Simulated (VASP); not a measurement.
Data:

```yaml
crystal:
  lattice:
    - [1.59500, -2.76262, 0.00000]
    - [1.59500, 2.76262, 0.00000]
    - [0.00000, 0.00000, 5.19000]
  atoms:
    - { symbol: Ga, position: [0.66667, 0.33333, 0.50000] }
    - { symbol: Ga, position: [0.33333, 0.66667, 0.00000] }
    - { symbol: N, position: [0.66667, 0.33333, 0.87700] }
    - { symbol: N, position: [0.33333, 0.66667, 0.37700] }
```

All values below come from PBE GGA, VASP's PBE PAW potentials (set 64) (plane waves; VASP). Numerical set-up: PREC = Normal, 500 eV cut-off, 6×6×4 Γ-centred mesh, Gaussian smearing of 0.010 eV, potentials Ga_d_GW N_GW_new.

Question: Give the stress tensor in GPa (positive for a compressed cell).

Answer: 
```
4.54  0.00  0.00
0.00  4.54  0.00
0.00  0.00  4.82
```
The pressure is its mean diagonal, 4.64 GPa.

The compound is GaN in the wurtzite structure. The cell was not relaxed at this level.
